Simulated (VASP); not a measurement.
Input:

```
CELL_PARAMETERS angstrom
      0.00000     3.00446     3.00446
      3.00446     0.00000     3.00446
      3.00446     3.00446     0.00000
ATOMIC_POSITIONS crystal
  Al 0.25000 0.25000 0.25000
  Al 0.75000 0.75000 0.75000
  Pt 0.00000 0.00000 0.00000
```

Level of theory: PW91 GGA, VASP's PBE PAW potentials (set 64) (plane waves; VASP). Run with 520 eV cut-off, 9×9×9 Γ-centred mesh, first-order Methfessel-Paxton smearing of 0.10 eV, potentials Al Pt.

Unless said otherwise, spin-orbit coupling is left out, though it shifts the bands of the heavy elements here.

**Question.** Estimate the energy per atom (σ→0), pressure, band gap (on the k-mesh) with the smallest direct gap where there is one.

**Answer.** 
| Quantity | Value |
|---|---|
| band gap (on the k-mesh) | none (metal, semimetal or under 0.01 eV) |
| energy per atom (σ→0) | -522.0 kJ/mol-atom |
| pressure | -3.64 GPa |

The absolute energy has meaning only against runs of the same code, potentials and settings.

The compound is PtAl2 in the fluorite structure. This cell is one point of a volume scan, at 1.03 of the reference volume.
